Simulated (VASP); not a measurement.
# LiPm3 (Pm-3m) in VASP: notebook

One crystal, LiPm3, is run at these levels: PBE+D3+U, PBE+ULG+U, PBE+D4+U; tasks: optical spectrum, band structure, equation of state.

All numbers are computed with VASP 6.6.1; they aren't measurements. Logs are shortened: lines on timing, memory, paths and dates and some standing lists are left out, and cuts for length are marked.

### 1 Starting point

It takes space group Pm-3m (No. 221, cubic). Conventional cell: a = 4.999 Å, b = 4.999 Å, c = 4.999 Å, α = 90.00°, β = 90.00°, γ = 90.00°. Around Pm (site symmetry 4/mmm) lie 8 Pm at 3.53 Å and 4 Li at 3.53 Å. Li (site symmetry m-3m) is surrounded by 12 Pm at 3.53 Å.

The cell comes from a database or a generator and needn't be the stable form of this composition.

### 2 Optical spectrum, PBE+D3+U, collinear spin, antiferromagnetic start

The input, INCAR:

```
PREC     = Accurate       # precision mode
ENCUT    = 520            # plane-wave cutoff, eV
EDIFF    = 1E-7           # SCF threshold, eV
ISMEAR   = -1             # smearing method
SIGMA    = 0.02           # smearing width, eV
LREAL    = F              # projectors in reciprocal space
LASPH    = T              # aspherical terms in the spheres
NELM     = 120            # most SCF steps
ALGO     = Normal         # electronic algorithm
ISIF     = 2              # what is computed and relaxed
LWAVE    = F              # write WAVECAR
LCHARG   = F              # write CHGCAR
ISPIN    = 2              # spin polarisation
MAGMOM   = 4 -4 4 0       # initial moments
LORBIT   = 11             # projections on sites
LMAXMIX  = 6              # l up to which the mixer works
LDAU     = T              # DFT+U
LDAUTYPE = 2            
LDAUL    = 3 -1           # shell
LDAUU    = 7 0            # U, eV
LDAUJ    = 0 0          
LDAUPRINT= 1            
GGA      = PE             # functional
IVDW     = 11             # dispersion correction
LOPTICS  = T              # frequency-dependent dielectric function
NBANDS   = 42             # bands
NEDOS    = 2000           # points of the DOS
CSHIFT   = 0.1
```

The input, KPOINTS:

```
Automatic mesh
0
Gamma
  6 6 6
```

The input, POSCAR:

```
LiPm3
1.0
    4.9989420000      0.0000000000      0.0000000000
    0.0000000000      4.9989420000      0.0000000000
    0.0000000000      0.0000000000      4.9989420000
Pm Li
3 1
Cartesian
    0.0000000000      2.4994710000      2.4994710000
    2.4994710000      0.0000000000      2.4994710000
    2.4994710000      2.4994710000      0.0000000000
    0.0000000000      0.0000000000      0.0000000000
```

Potentials or basis: VASP PAW PBE potentials, release 64 (Pm_3, Li_sv), 4f in core.

Command:

```bash
$ cat potpaw_PBE.64/Pm_3/POTCAR potpaw_PBE.64/Li_sv/POTCAR > POTCAR
$ mpirun -np 1 vasp_std > vasp.out
```

OUTCAR:

```text
PREC = Accurate
   ENCUT = 520
   EDIFF = 1E-7
   ISMEAR = -1
   LREAL = F
   LASPH = T
   NELM = 120
   ISIF = 2
   ISPIN = 2
   LORBIT = 11
   GGA = PE
   IVDW = 11
 IVDW          = 11

 ion  position               nearest neighbor table
   1  0.000  0.500  0.500-   2 3.53   3 3.53   3 3.53   2 3.53   2 3.53   3 3.53   3 3.53   2 3.53

   2  0.500  0.000  0.500-   1 3.53   3 3.53   3 3.53   1 3.53   3 3.53   3 3.53   1 3.53   1 3.53

   3  0.500  0.500  0.000-   1 3.53   2 3.53   1 3.53   2 3.53   2 3.53   2 3.53   1 3.53   1 3.53

   4  0.000  0.000  0.000-

  LATTYP: Found a simple cubic cell.
 ALAT       =     4.9989420000

  Lattice vectors:

 A1 = (   4.9989420000,   0.0000000000,   0.0000000000)
 A2 = (   0.0000000000,   4.9989420000,   0.0000000000)
 A3 = (   0.0000000000,   0.0000000000,   4.9989420000)

Analysis of symmetry for initial positions (statically):
=====================================================================
 Subroutine PRICEL returns:
 Original cell was already a primitive cell.

 Routine SETGRP: Setting up the symmetry group for a
 simple cubic supercell.

 Subroutine GETGRP returns: Found 48 space group operations
 (whereof 48 operations were pure point group operations)
 out of a pool of 48 trial point group operations.

The static configuration has the point symmetry O_h .

Analysis of symmetry for dynamics (positions and initial velocities):
=====================================================================
 Subroutine PRICEL returns:
 Original cell was already a primitive cell.

 Routine SETGRP: Setting up the symmetry group for a
 simple cubic supercell.

 Subroutine GETGRP returns: Found 48 space group operations
 (whereof 48 operations were pure point group operations)
 out of a pool of 48 trial point group operations.

The dynamic configuration has the point symmetry O_h .

Analysis of structural, dynamic, and magnetic symmetry:
=====================================================================
 Subroutine PRICEL returns:
 Original cell was already a primitive cell.

 Routine SETGRP: Setting up the symmetry group for a
 simple cubic supercell.

 Subroutine GETGRP returns: Found 16 space group operations
 (whereof 16 operations were pure point group operations)
 out of a pool of 48 trial point group operations.

The overall configuration has the point symmetry D_4h.

 Subroutine INISYM returns: Found 16 space group operations
 (whereof 16 operations are pure point group operations),
 and found     1 'primitive' translations

----------------------------------------------------------------------------------------

                                     Primitive cell

  volume of cell :     124.9207

  direct lattice vectors                    reciprocal lattice vectors
     4.998942000  0.000000000  0.000000000     0.200042329  0.000000000  0.000000000
     0.000000000  4.998942000  0.000000000     0.000000000  0.200042329  0.000000000
     0.000000000  0.000000000  4.998942000     0.000000000  0.000000000  0.200042329

  length of vectors
     4.998942000  4.998942000  4.998942000     0.200042329  0.200042329  0.200042329

  position of ions in fractional coordinates (direct lattice)
[... 243 lines left out ...]
  o =  0.0000  v =  0.0000  0.0000  0.0000  0.0000  0.0000  0.0000  0.0000  0.0000  0.0000  0.0000  1.0000  0.0000  0.0000  0.0000      0.0000  0.0000  0.0000  0.0000  0.0000  0.0000  0.0000  0.0000  0.0000  0.0000  0.0000  0.0000  0.0000  0.0000
  o =  0.0000  v =  0.0000  0.0000  0.0000  0.0000  0.0000  0.0000  0.0000  0.0000  0.0000  0.0000  0.0000  1.0000  0.0000  0.0000      0.0000  0.0000  0.0000  0.0000  0.0000  0.0000  0.0000  0.0000  0.0000  0.0000  0.0000  0.0000  0.0000  0.0000
  o =  0.0000  v =  0.0000  0.0000  0.0000  0.0000  0.0000  0.0000  0.0000  0.0000  0.0000  0.0000  0.0000  0.0000  1.0000  0.0000      0.0000  0.0000  0.0000  0.0000  0.0000  0.0000  0.0000  0.0000  0.0000  0.0000  0.0000  0.0000  0.0000  0.0000
[... 41 lines left out ...]
         NaN         NaN         NaN
         NaN         NaN         NaN
         NaN         NaN         NaN

  frequency dependent IMAGINARY DIELECTRIC FUNCTION (independent particle, no local field effects) density-density
     E(ev)      X         Y         Z        XY        YZ        ZX
  --------------------------------------------------------------------------------------------------------------
     0.00000     0.00000     0.00000     0.00000     0.00000     0.00000     0.00000
     0.69888    40.86257    40.86243    40.86257     0.00000     0.00000    -0.00000
     1.39775    28.91742    28.91750    28.91742    -0.00000    -0.00000     0.00000
     2.09663    15.40819    15.40817    15.40819    -0.00000     0.00000    -0.00000
     2.79551    12.41199    12.41203    12.41199     0.00000    -0.00000    -0.00000
     3.49438     6.31209     6.31210     6.31209    -0.00000     0.00000     0.00000
[... 92 lines left out ...]
    68.48991     0.00025     0.00025     0.00025    -0.00000    -0.00000     0.00000
    69.18879     0.00024     0.00024     0.00024    -0.00000    -0.00000     0.00000

  frequency dependent      REAL DIELECTRIC FUNCTION (independent particle, no local field effects) density-density
     E(ev)        X           Y           Z          XY          YZ          ZX
  --------------------------------------------------------------------------------------------------------------
     0.00000   192.15019   192.14486   192.15019     0.00000     0.00000    -0.00000
     0.69888     0.95693     0.95686     0.95693    -0.00000    -0.00000     0.00000
     1.39775     8.26589     8.26571     8.26589     0.00000    -0.00000    -0.00000
     2.09663    -7.90323    -7.90352    -7.90323     0.00000    -0.00000    -0.00000
     2.79551    -5.51730    -5.51760    -5.51730     0.00000    -0.00000     0.00000
     3.49438    -3.72264    -3.72296    -3.72264     0.00000    -0.00000     0.00000
[... 92 lines left out ...]
    68.48991     0.92565     0.92568     0.92565    -0.00000     0.00000    -0.00000
    69.18879     0.92733     0.92736     0.92733    -0.00000     0.00000    -0.00000

  frequency dependent IMAGINARY DIELECTRIC FUNCTION (independent particle, no local field effects) current-current
     E(ev)      X         Y         Z        XY        YZ        ZX
  --------------------------------------------------------------------------------------------------------------
     0.00000   781.78049   781.78472   781.78049     0.00000    -0.00000    -0.00000
     0.69888    39.82630    39.82615    39.82630     0.00000    -0.00000     0.00000
     1.39775    29.90201    29.90206    29.90201     0.00000    -0.00000    -0.00000
     2.09663    14.48627    14.48622    14.48627     0.00000     0.00000    -0.00000
     2.79551    11.92045    11.92046    11.92045     0.00000     0.00000    -0.00000
     3.49438     6.04102     6.04101     6.04102     0.00000     0.00000    -0.00000
[... 92 lines left out ...]
    68.48991     0.00003     0.00003     0.00003     0.00000    -0.00000    -0.00000
    69.18879     0.00003     0.00003     0.00003     0.00000    -0.00000    -0.00000

  frequency dependent      REAL DIELECTRIC FUNCTION (independent particle, no local field effects) current-current
     E(ev)        X           Y           Z          XY          YZ          ZX
  --------------------------------------------------------------------------------------------------------------
     0.00000    32.05864    32.05792    32.05864     0.00000    -0.00000    -0.00000
     0.69888    -6.70178    -6.70195    -6.70178     0.00000     0.00000     0.00000
     1.39775     5.06291     5.06267     5.06291     0.00000     0.00000    -0.00000
     2.09663    -8.87724    -8.87754    -8.87724    -0.00000     0.00000    -0.00000
     2.79551    -6.14966    -6.14998    -6.14966    -0.00000     0.00000     0.00000
     3.49438    -3.91573    -3.91606    -3.91573    -0.00000     0.00000     0.00000
[... 92 lines left out ...]
    68.48991     0.92607     0.92610     0.92607    -0.00000     0.00000     0.00000
    69.18879     0.92775     0.92778     0.92775    -0.00000     0.00000     0.00000

 total charge

# of ion       s       p       d       tot
------------------------------------------
    1        2.265   6.055   1.129   9.449
    2        2.265   6.055   1.129   9.449
    3        2.265   6.055   1.129   9.449
    4        2.036   0.047   0.000   2.083
--------------------------------------------------
tot          8.832  18.211   3.387  30.431

 magnetization (x)

# of ion       s       p       d       tot
------------------------------------------
    1       -0.000   0.000   0.000   0.000
    2       -0.000   0.000  -0.000  -0.000
    3       -0.000   0.000   0.000   0.000
    4        0.000   0.000   0.000   0.000
--------------------------------------------------
tot         -0.000   0.000   0.000   0.000
```

Run time: 3.3 min. Hardware: 1 thread of Intel Xeon 6975P-C (Granite Rapids), shared host; peak memory 0.82 GiB.

Results:

| Property | Result |
| --- | --- |
| Free energy | -16.4883 eV |
| Band gap on the k mesh | none (metal or under the smearing width) |
| Net moment | 0.00 μB per cell |
| Valence electrons inside the program's atomic spheres | Pm 9.45; Li 2.08 |
| Dispersion energy per atom | -0.291 eV |

Levels at points of the mesh, in eV from the Fermi level:
Spin up:
```csv
k point,band 14,band 15,band 16,band 17,band 18,band 19,band 20,band 21,band 22,band 23
"(0.00, 0.00, 0.00)",-3.92,-2.24,-0.85,-0.85,-0.66,-0.66,-0.66,2.66,2.66,2.66
"(0.50, 0.00, 0.00)",-2.44,-1.73,-1.14,-0.24,0.05,0.05,0.68,1.46,1.46,1.88
"(0.00, 0.50, 0.00)",-2.44,-1.73,-1.14,-0.24,0.05,0.05,0.68,1.46,1.46,1.88
"(0.50, 0.50, 0.00)",-1.20,-1.19,-0.78,-0.27,-0.20,0.41,0.41,0.51,1.55,1.55
"(0.50, 0.00, 0.50)",-1.19,-1.19,-0.78,-0.27,-0.20,0.41,0.41,0.51,1.55,1.55
"(0.50, 0.50, 0.50)",-1.95,-1.33,-1.33,-1.33,1.19,1.19,1.19,1.45,1.45,1.45
```
Spin down:
| k point | band 16 | band 17 | band 18 | band 19 | band 20 | band 21 |
| --- | --- | --- | --- | --- | --- | --- |
| (0.00, 0.00, 0.00) | -0.85 | -0.85 | -0.66 | -0.66 | -0.66 | 2.66 |
| (0.50, 0.00, 0.00) | -1.14 | -0.24 | 0.05 | 0.05 | 0.68 | 1.46 |
| (0.00, 0.50, 0.00) | -1.14 | -0.24 | 0.05 | 0.05 | 0.68 | 1.46 |
| (0.50, 0.50, 0.00) | -0.78 | -0.27 | -0.20 | 0.41 | 0.41 | 0.51 |
| (0.50, 0.00, 0.50) | -0.78 | -0.27 | -0.20 | 0.41 | 0.41 | 0.51 |
| (0.50, 0.50, 0.50) | -1.33 | -1.33 | 1.19 | 1.19 | 1.19 | 1.45 |

Dielectric function (mean over the directions given):
| energy (eV) | real part | imaginary part |
| --- | --- | --- |
| 0.28 | 89.17 | 89.58 |
| 1.26 | 8.22 | 24.21 |
| 2.31 | -5.78 | 13.40 |
| 3.35 | -4.73 | 6.45 |
| 4.40 | -3.69 | 3.40 |
| 5.45 | -1.76 | 1.66 |
| 6.50 | -0.55 | 3.37 |
| 7.48 | -1.27 | 1.63 |
| 8.53 | -0.18 | 0.71 |
| 9.57 | 0.13 | 0.94 |
| 10.62 | 0.13 | 0.57 |
| 11.67 | 0.20 | 0.50 |
| 12.72 | 0.36 | 0.24 |
| 13.70 | 0.62 | 0.08 |
| 14.75 | 0.86 | 0.02 |
| 15.79 | 1.07 | 0.02 |
| 16.84 | 1.29 | 0.02 |
| 17.89 | 1.58 | 0.04 |
| 18.94 | 2.19 | 0.11 |
| 19.99 | 2.22 | 1.83 |

Eigenvalues of the final occupation matrices:
```
    site  spin  trace                         eigenvalues
site 1 f     1   0.00  0.00 0.00 0.00 0.00 0.00 0.00 0.00
site 1 f     2   0.00  0.00 0.00 0.00 0.00 0.00 0.00 0.00
site 2 f     1   0.00  0.00 0.00 0.00 0.00 0.00 0.00 0.00
site 2 f     2   0.00  0.00 0.00 0.00 0.00 0.00 0.00 0.00
site 3 f     1   0.00  0.00 0.00 0.00 0.00 0.00 0.00 0.00
site 3 f     2   0.00  0.00 0.00 0.00 0.00 0.00 0.00 0.00
```

Caveat: the magnetic or orbital state may not be the lowest; U is put on an f shell that these potentials keep in the core, so it has next to no effect; spectra need much finer meshes, so this one isn't converged; independent-particle spectra lack excitons; the intraband (Drude) part of a metal's response may be missing; spin-orbit coupling is left out, which moves the levels of the heavy elements; the 4f electrons are frozen in the core as for a trivalent ion, so they carry no moment and show no levels; the U is typed as a test and isn't derived for this compound. The state reached can hang on the start; a lower one may exist.

(Continued in part 2 of 2.)
